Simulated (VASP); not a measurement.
Consider the following.

```
CaO
1.0
    0.00000     2.40500     2.40500
    2.40500     0.00000     2.40500
    2.40500     2.40500     0.00000
Ca O
1 1
Direct
  0.00000   0.00000   0.00000
  0.50000   0.50000   0.50000
```

Computed with G0W0 on PBE orbitals, VASP's PBE PAW potentials (set 64) (plane waves; VASP). Run with PREC = Normal, 500 eV cut-off, 4×4×4 Γ-centred mesh, Gaussian smearing of 0.010 eV, potentials Ca_sv_GW O_GW_new.

The mesh is coarse and the basis finite, so the quasiparticle values are not converged.

NBANDS = 64, ENCUTGW = 150 eV, NOMEGA = 64. The PBE levels (eV) that the step starts from are:

| state | KS energy | filling |
|---|---|---|
| k1 (0.00, 0.00, 0.00), band 5 | -10.48 | 2 |
| k1 (0.00, 0.00, 0.00), band 6 | 5.03 | 2 |
| k1 (0.00, 0.00, 0.00), band 7 | 5.03 | 2 |
| k1 (0.00, 0.00, 0.00), band 8 | 5.03 | 2 |
| k1 (0.00, 0.00, 0.00), band 9 | 9.74 | 0 |
| k1 (0.00, 0.00, 0.00), band 10 | 11.25 | 0 |
| k1 (0.00, 0.00, 0.00), band 11 | 11.25 | 0 |
| k1 (0.00, 0.00, 0.00), band 12 | 11.25 | 0 |
| k3 (0.50, 0.00, 0.00), band 5 | -9.31 | 2 |
| k3 (0.50, 0.00, 0.00), band 6 | 2.41 | 2 |
| k3 (0.50, 0.00, 0.00), band 7 | 3.84 | 2 |
| k3 (0.50, 0.00, 0.00), band 8 | 3.84 | 2 |
| k3 (0.50, 0.00, 0.00), band 9 | 12.07 | 0 |
| k3 (0.50, 0.00, 0.00), band 10 | 13.37 | 0 |
| k3 (0.50, 0.00, 0.00), band 11 | 13.37 | 0 |
| k3 (0.50, 0.00, 0.00), band 12 | 13.49 | 0 |
| k7 (0.50, 0.50, 0.00), band 5 | -10.25 | 2 |
| k7 (0.50, 0.50, 0.00), band 6 | 3.71 | 2 |
| k7 (0.50, 0.50, 0.00), band 7 | 4.65 | 2 |
| k7 (0.50, 0.50, 0.00), band 8 | 4.65 | 2 |
| k7 (0.50, 0.50, 0.00), band 9 | 8.67 | 0 |
| k7 (0.50, 0.50, 0.00), band 10 | 13.06 | 0 |
| k7 (0.50, 0.50, 0.00), band 11 | 13.90 | 0 |
| k7 (0.50, 0.50, 0.00), band 12 | 14.54 | 0 |

**Question.** Give the quasiparticle energies and renormalisation factors Z.

**Answer.** 
```
state                           QP energy (eV)     Z
------------------------------  --------------  ----
k1 (0.00, 0.00, 0.00), band 5           -12.06  0.65
k1 (0.00, 0.00, 0.00), band 6             4.27  0.75
k1 (0.00, 0.00, 0.00), band 7             4.27  0.75
k1 (0.00, 0.00, 0.00), band 8             4.27  0.75
k1 (0.00, 0.00, 0.00), band 9            10.48  0.82
k1 (0.00, 0.00, 0.00), band 10           13.33  0.80
k1 (0.00, 0.00, 0.00), band 11           13.33  0.80
k1 (0.00, 0.00, 0.00), band 12           13.33  0.80
k3 (0.50, 0.00, 0.00), band 5           -11.00  0.68
k3 (0.50, 0.00, 0.00), band 6             1.29  0.74
k3 (0.50, 0.00, 0.00), band 7             3.01  0.74
k3 (0.50, 0.00, 0.00), band 8             3.01  0.74
k3 (0.50, 0.00, 0.00), band 9            14.12  0.77
k3 (0.50, 0.00, 0.00), band 10           15.94  0.77
k3 (0.50, 0.00, 0.00), band 11           15.94  0.77
k3 (0.50, 0.00, 0.00), band 12           14.14  0.81
k7 (0.50, 0.50, 0.00), band 5           -11.77  0.64
k7 (0.50, 0.50, 0.00), band 6             2.67  0.74
k7 (0.50, 0.50, 0.00), band 7             3.80  0.74
k7 (0.50, 0.50, 0.00), band 8             3.80  0.74
k7 (0.50, 0.50, 0.00), band 9            10.08  0.82
k7 (0.50, 0.50, 0.00), band 10           15.42  0.79
k7 (0.50, 0.50, 0.00), band 11           16.71  0.78
k7 (0.50, 0.50, 0.00), band 12           17.45  0.76
```
On the mesh the gap opens from 3.65 to 5.81 eV.

The compound is CaO in the rock salt structure. The cell was not relaxed at this level. The k-mesh is coarse (spacing up to 0.57 per Å, 2π included), so the numbers may not be converged in it.
